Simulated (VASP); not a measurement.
# Be12Br in VASP: notebook

The runs below take Be12Br through single point, with PBE.

All numbers are computed with VASP 6.6.1; they aren't measurements. Logs are shortened: lines on timing, memory, paths and dates and some standing lists are left out, and cuts for length are marked.

### Step 1. The structure

The cell holds a slab with vacuum, 13 atoms: a = 4.580 Å, b = 4.580 Å, c = 15.588 Å, α = 90.00°, β = 90.00°, γ = 60.00°.

The cell was built by a generator and needn't be a form met in nature.

### Step 2. Single point, PBE

File INCAR:

```
PREC = Accurate
ENCUT = 520
EDIFF = 1E-6
ISMEAR = 0
SIGMA = 0.15
LREAL = F
LASPH = T
NELM = 100
ALGO = Normal
ISIF = 2
LWAVE = F
LCHARG = T
GGA = PE
LELF = T
LVHAR = T
NBANDS = 28
```

File KPOINTS:

```
regular mesh
0
Gamma
  5 5 1
```

File POSCAR:

```
Be12Br
1.0
    4.5800000000      0.0000000000      0.0000000000
    2.2900000000      3.9663960000      0.0000000000
    0.0000000000      0.0000000000     15.5884300000
Be Br
12 1
Direct
    0.0000000000      0.0000000000      0.0641500780
    0.5000000000      0.0000000000      0.0641500780
    0.0000000000      0.5000000000      0.0641500780
    0.5000000000      0.5000000000      0.0641500780
   -0.1602021654      0.3300921038      0.1842110463
    0.3301190227      0.3300903389      0.1842123934
   -0.1666585338      0.8333227444      0.1775389824
    0.3301181437      0.8397741930      0.1842122651
   -0.0038577941     -0.0039237131      0.3053800800
    0.5077726451     -0.0039169059      0.3053782196
   -0.0038511031      0.5077022062      0.3053815554
    0.5000199710      0.4999740318      0.2888220302
    0.1666823269      0.1666480099      0.4278842706
```

Potentials or basis: VASP PAW PBE potentials, release 64 (Be, Br).

Run with:

```console
$ cat potpaw_PBE.64/Be/POTCAR potpaw_PBE.64/Br/POTCAR > POTCAR
$ mpirun -np 1 vasp_std > vasp.out
```

OUTCAR:

```text
PREC = Accurate
   ENCUT = 520
   EDIFF = 1E-6
   ISMEAR = 0
   LREAL = F
   LASPH = T
   NELM = 100
   ISIF = 2
   GGA = PE

 ion  position               nearest neighbor table
   1  0.000  0.000  0.064-   7 2.21   5 2.28   8 2.28   3 2.29   3 2.29   4 2.29   4 2.29   2 2.29
                             2 2.29
   2  0.500  0.000  0.064-   7 2.21   6 2.28   8 2.28   4 2.29   3 2.29   4 2.29   3 2.29   1 2.29
                             1 2.29
   3  0.000  0.500  0.064-   7 2.21   5 2.28   6 2.28   1 2.29   1 2.29   2 2.29   2 2.29   4 2.29
                             4 2.29
   4  0.500  0.500  0.064-   2 2.29   1 2.29   2 2.29   1 2.29   3 2.29   3 2.29   8 2.31   5 2.31
                             6 2.31
   5  0.840  0.330  0.184-  12 2.12   8 2.25   6 2.25   1 2.28   3 2.28   7 2.29   7 2.29   4 2.31
                            11 2.31   9 2.31   6 2.33   8 2.33
   6  0.330  0.330  0.184-  12 2.12   8 2.25   5 2.25   2 2.28   3 2.28   7 2.29   7 2.29   4 2.31
                            11 2.31  10 2.31   5 2.33   8 2.33
   7  0.833  0.833  0.178-   3 2.21   1 2.21   2 2.21   6 2.29   5 2.29   8 2.29   5 2.29   8 2.29
                             6 2.29   9 2.37  10 2.37  11 2.37
   8  0.330  0.840  0.184-  12 2.12   6 2.25   5 2.25   2 2.28   1 2.28   7 2.29   7 2.29   4 2.31
                            10 2.31   9 2.31   5 2.33   6 2.33
   9  0.996  0.996  0.305-  10 2.24  11 2.24  12 2.30  12 2.30   8 2.31   5 2.31  13 2.34  11 2.34
                            10 2.34   7 2.37
  10  0.508  0.996  0.305-   9 2.24  11 2.24  12 2.30  12 2.30   8 2.31   6 2.31  13 2.34  11 2.34
                             9 2.34   7 2.37
  11  0.996  0.508  0.305-   9 2.24  10 2.24  12 2.30  12 2.30   5 2.31   6 2.31  13 2.34  10 2.34
                             9 2.34   7 2.37
  12  0.500  0.500  0.289-   5 2.12   6 2.12   8 2.12  10 2.30   9 2.30  11 2.30  11 2.30   9 2.30
                            10 2.30
  13  0.167  0.167  0.428-  11 2.34  10 2.34   9 2.34

  LATTYP: Found a hexagonal cell.
 ALAT       =     4.5799996975
 C/A-ratio  =     3.4035875611

  Lattice vectors:

 A1 = (  -2.2900000000,  -3.9663960000,   0.0000000000)
 A2 = (   4.5800000000,   0.0000000000,   0.0000000000)
 A3 = (   0.0000000000,   0.0000000000,  15.5884300000)

Analysis of symmetry for initial positions (statically):
=====================================================================
 Subroutine PRICEL returns:
 Original cell was already a primitive cell.

 Routine SETGRP: Setting up the symmetry group for a
 hexagonal supercell.
[... 143 lines left out ...]
   EFERMI =   0.00;   METHOD = LEGACY
   ISMEAR =     0;   SIGMA  =   0.15  broadening in eV -4-tet -1-fermi 0-gaus
   EFERMI_NEDOS =   21; number of points for ismear=-14 and -15
   IALGO  =     38    algorithm
   IMIX   =      4    mixing-type and parameters
     AMIX     =   0.40;   BMIX     =  1.00
     AMIX_MAG =   1.60;   BMIX_MAG =  1.00
  volume/ion in A,a.u.               =      21.78       147.00
  Fermi-wavevector in a.u.,A,eV,Ry     =   0.783142  1.479925  8.344617  0.613312
  Thomas-Fermi vector in A             =   1.887010
   LORBIT       =      0    0 simple, 1 ext, 2 COOP (PROOUT), +10 PAW based schemes
   GGA     = PE    functional components
   LHFCALC =     F    Hartree Fock is set to
   AEXX    =    0.0000 exact exchange contribution
   IVDW    =     0    specifies the selected vdW correction
   LEPSILON=     F    determine dielectric tensor
   LRPA    =     F    only Hartree local field effects (RPA)
 non-spin polarized calculation
 Gauss-broadening in eV      SIGMA  =   0.15
  energy-cutoff  :      520.00
  volume of cell :      283.18
 maximum number of plane-waves:      7731
 NGX is ok and might be reduce to    36
   NGX = 17   NGY = 17   NGZ = 57

 number of electron      31.0000000 magnetization

 Free energy of the ion-electron system (eV)
  ---------------------------------------------------
  ext. energy  EPLUGINS =         0.00000000
  ---------------------------------------------------
  free energy    TOTEN  =       -44.13249367 eV

  energy without entropy =      -44.11383355  energy(sigma->0) =      -44.12316361

 E-fermi :  -0.1930     XC(G=0):  -5.6791

 val. band max:       -0.3218603349   @ k =   0.0000   0.4000   0.0000
 cond. band min:      -0.1840800960   @ k =   0.0000   0.0000   0.0000
 fundamental gap:      0.1377802389
 Fermi energy:        -0.1929762724

 k-point     1 :       0.0000    0.0000    0.0000
  band No.  band energies     occupation
      1     -16.3778      2.00000
      2      -9.8390      2.00000
      3      -7.7880      2.00000
      4      -5.6780      2.00000
      5      -4.1941      2.00000
      6      -4.1941      2.00000
[... 379 lines left out ...]
     26       5.8378      0.00000
     27       6.0720      0.00000
 [bands above 27 left out]

------------------------ aborting loop because EDIFF is reached ----------------------------------------

  FORCE on cell =-STRESS in cart. coord.  units (eV):
  Direction    XX          YY          ZZ          XY          YZ          ZX
  --------------------------------------------------------------------------------------
  -------------------------------------------------------------------------------------
  Total       -7.0933336     -7.0938118      0.0529324      0.0001885      0.0019722     -0.0001246
  in kB      -40.1325766    -40.1352821      0.2994801      0.0010668      0.0111583     -0.0007051
  external PRESSURE =     -26.6561262 kB  Pullay stress =       0.0000000 kB

 VOLUME and BASIS-vectors are now :
 -----------------------------------------------------------------------------
  energy-cutoff  :      520.00
  volume of cell :      283.18
      direct lattice vectors                 reciprocal lattice vectors
     4.580000000  0.000000000  0.000000000     0.218340611 -0.126059022  0.000000000
     2.290000000  3.966396000  0.000000000     0.000000000  0.252118044  0.000000000
     0.000000000  0.000000000 15.588430000     0.000000000  0.000000000  0.064150142

 POSITION                                       TOTAL-FORCE (eV/Angst)
 -----------------------------------------------------------------------------------
      0.00000      0.00000      1.00000         0.227831      0.131376     -0.022727
      2.29000      0.00000      1.00000        -0.227763      0.131396     -0.022710
      1.14500      1.98320      1.00000         0.000053     -0.263145     -0.022766
      3.43500      1.98320      1.00000         0.000000     -0.000082      0.051413
      4.60219      1.30928      2.87156        -0.000183     -0.000005     -0.002825
      2.26785      1.30927      2.87158         0.000111      0.000120     -0.002958
      5.72501      3.30529      2.76755        -0.000005     -0.000123      0.006068
      3.43502      3.33088      2.87158        -0.000130     -0.000269     -0.002887
      6.84335      3.95083      4.76040         0.000604      0.000532      0.002559
      4.60663      3.95086      4.76037        -0.000298      0.000297      0.002698
      5.72500      2.01375      4.76042         0.000021      0.000189      0.002452
      3.43503      1.98309      4.50228        -0.000184     -0.000123      0.009249
      1.14503      0.66099      6.67004        -0.000057     -0.000162      0.002432
 -----------------------------------------------------------------------------------
    total drift:                                0.000000      0.000000     -0.000077

  FREE ENERGIE OF THE ION-ELECTRON SYSTEM (eV)
  ---------------------------------------------------
  free  energy   TOTEN  =       -44.1324936704 eV

  energy  without entropy=      -44.1138335508  energy(sigma->0) =      -44.12316361
```

OSZICAR:

```text
N       E                     dE             d eps       ncg     rms          rms(c)
DAV:   1     0.106125781566E+03    0.10613E+03   -0.10478E+04   728   0.831E+02
DAV:   2    -0.368377467776E+02   -0.14296E+03   -0.13478E+03  1036   0.163E+02
DAV:   3    -0.476752224892E+02   -0.10837E+02   -0.10482E+02   920   0.402E+01
DAV:   4    -0.479641491338E+02   -0.28893E+00   -0.28819E+00   956   0.751E+00
[... 12 lines left out ...]
DAV:  17    -0.441323308862E+02   -0.22200E-03   -0.22480E-05   936   0.244E-02    0.762E-03
DAV:  18    -0.441324579256E+02   -0.12704E-03   -0.21390E-05   784   0.210E-02    0.599E-03
DAV:  19    -0.441324862757E+02   -0.28350E-04   -0.31381E-06   852   0.107E-02    0.252E-03
DAV:  20    -0.441324928811E+02   -0.66054E-05   -0.13810E-06   840   0.495E-03    0.258E-03
DAV:  21    -0.441324936704E+02   -0.78936E-06   -0.22322E-07   716   0.216E-03
   1 F= -.44132494E+02 E0= -.44123164E+02  d E =-.186601E-01
```

Run time: 2.2 min. Hardware: 1 thread of Intel Xeon Platinum 8559C (Emerald Rapids), shared host; peak memory 0.39 GiB.

What came out:

```
Free energy            : -44.1325 eV
Largest force          : 0.264 eV/Å
Band gap on the k mesh : none (metal or under the smearing width)
```

Forces in eV/Å, atoms in the order of the input:
```
Be   0.228  0.131 -0.023
Be  -0.228  0.131 -0.023
Be   0.000 -0.263 -0.023
Be   0.000  0.000  0.051
Be   0.000  0.000 -0.003
Be   0.000  0.000 -0.003
Be   0.000  0.000  0.006
Be   0.000  0.000 -0.003
Be   0.001  0.001  0.003
Be   0.000  0.000  0.003
Be   0.000  0.000  0.002
Be   0.000  0.000  0.009
Br   0.000  0.000  0.002
```

Caveat: an odd number of electrons without spin polarisation forces a metal; a magnetic or distorted state may lie lower.

### Step 3. Single point, PBE

File INCAR:

```
SYSTEM = Be12Br
ALGO = Normal ; EDIFF = 1E-6
ENCUT = 520 ; GGA = PE
ISIF = 2 ; ISMEAR = 0
LASPH = .True. ; LCHARG = .False.
LREAL = .False. ; LWAVE = .False.
NBANDS = 28 ; NELM = 100
PREC = Accurate ; SIGMA = 0.15
```

File KPOINTS:

```
k-points
0
Gamma
  5 5 1
  0 0 0
```

File POSCAR:

```
Be12Br
1.0
    4.5800000000      0.0000000000      0.0000000000
    2.2900000000      3.9663960000      0.0000000000
    0.0000000000      0.0000000000     15.5884300000
Be Br
12 1
Direct
    0.0000000000      0.0000000000      0.0641500780
    0.5000000000      0.0000000000      0.0641500780
    0.0000000000      0.5000000000      0.0641500780
    0.5000000000      0.5000000000      0.0641500780
   -0.1604389426      0.3292167499      0.1825183165
    0.3325401115      0.3327171568      0.1863595628
   -0.1681172224      0.8322252745      0.1785894410
    0.3292091799      0.8396244349      0.1825744478
   -0.0044242625     -0.0042401213      0.2942388682
    0.5076273733     -0.0101364059      0.3073716853
   -0.0096046579      0.5073005822      0.3068983855
    0.5052823502      0.5051689241      0.2925481912
    0.2426400299      0.2410631717      0.4315027235
```

Potentials or basis: VASP PAW PBE potentials, release 64 (Be, Br).

Run with:

```console
$ cat potpaw_PBE.64/Be/POTCAR potpaw_PBE.64/Br/POTCAR > POTCAR
$ mpirun -np 1 vasp_std > vasp.out
```

Wall time 2.3 min (1 thread of Intel Xeon Platinum 8559C (Emerald Rapids), shared host); peak memory 0.39 GiB.

It converged, with:

| Item | Value |
| --- | --- |
| Free energy | -44.0331 eV |
| Largest force | 0.278 eV/Å |
| Band gap on the k mesh | none (metal or under the smearing width) |

Forces in eV/Å, atoms in the order of the input:
```
Be   0.165  0.095 -0.082
Be  -0.152  0.232  0.022
Be   0.125 -0.246  0.019
Be  -0.139 -0.079  0.019
Be  -0.002  0.001 -0.005
Be   0.003 -0.002 -0.004
Be   0.000 -0.003  0.021
Be  -0.001 -0.002 -0.006
Be   0.008 -0.001  0.014
Be   0.006  0.001 -0.024
Be  -0.001 -0.001  0.013
Be  -0.003 -0.004 -0.003
Br  -0.009  0.010  0.014
```

Levels at points of the mesh, in eV from the Fermi level:
| k point | band 13 | band 14 | band 15 | band 16 | band 17 | band 18 | band 19 | band 20 |
| --- | --- | --- | --- | --- | --- | --- | --- | --- |
| (0.00, 0.00, 0.00) | -1.81 | -1.77 | -1.71 | -1.57 | -0.15 | 2.61 | 2.66 | 2.83 |

Caveat: an odd number of electrons without spin polarisation forces a metal; a magnetic or distorted state may lie lower.

### Step 4. Single point, PBE

File INCAR:

```
SYSTEM = Be12Br
PREC = Accurate
ENCUT = 520
EDIFF = 1E-6
ISMEAR = 0
SIGMA = 0.15
LREAL = .False.
LASPH = .True.
NELM = 100
ALGO = Normal
ISIF = 2
LWAVE = .False.
LCHARG = .True.
GGA = PE
LELF = .True.
LVHAR = .True.
NBANDS = 28
```

File KPOINTS:

```
regular mesh
0
Gamma
  5 5 1
  0 0 0
```

File POSCAR:

```
Be12Br
1.0
    4.5800000000      0.0000000000      0.0000000000
    2.2900000000      3.9663960000      0.0000000000
    0.0000000000      0.0000000000     15.5884300000
Be Br
12 1
Direct
    0.0000000000      0.0000000000      0.0641500780
    0.5000000000      0.0000000000      0.0641500780
    0.0000000000      0.5000000000      0.0641500780
    0.5000000000      0.5000000000      0.0641500780
   -0.1698809773      0.3300903389      0.1842123934
    0.3397978346      0.3300921038      0.1842110463
   -0.1698818563      0.8397741930      0.1842122651
    0.3333414662      0.8333227444      0.1775389824
    0.0077726451     -0.0039169059      0.3053782196
    0.4961422059     -0.0039237131      0.3053800800
    0.0000199710      0.4999740318      0.2888220302
    0.4961488969      0.5077022062      0.3053815554
    0.6666823269      0.1666480099      0.4278842706
```

Run with:

```console
$ cat potpaw_PBE.64/Be/POTCAR potpaw_PBE.64/Br/POTCAR > POTCAR
$ mpirun -np 1 vasp_std > vasp.out
```

Run time: 2.3 min. Hardware: 1 thread of Intel Xeon Platinum 8559C (Emerald Rapids), shared host; peak memory 0.39 GiB.

The run converged. Its results:

* Free energy: -44.1325 eV
* Largest force: 0.264 eV/Å
* Band gap on the k mesh: none (metal or under the smearing width)

Forces on the atoms (eV/Å):
```
Be  -0.228  0.131 -0.023
Be   0.228  0.131 -0.023
Be   0.000  0.000  0.051
Be   0.000 -0.263 -0.023
Be   0.000  0.000 -0.003
Be   0.000  0.000 -0.003
Be   0.000  0.000 -0.003
Be   0.000  0.000  0.006
Be   0.000  0.000  0.003
Be   0.001  0.001  0.003
Be   0.000  0.000  0.009
Be   0.000  0.000  0.002
Br   0.000  0.000  0.002
```

Levels at points of the mesh, in eV from the Fermi level:
| k point | band 13 | band 14 | band 15 | band 16 | band 17 | band 18 | band 19 | band 20 |
| --- | --- | --- | --- | --- | --- | --- | --- | --- |
| (0.00, 0.00, 0.00) | -1.89 | -1.76 | -1.70 | -1.70 | 0.01 | 2.62 | 2.62 | 2.91 |

Caveat: an odd number of electrons without spin polarisation forces a metal; a magnetic or distorted state may lie lower.
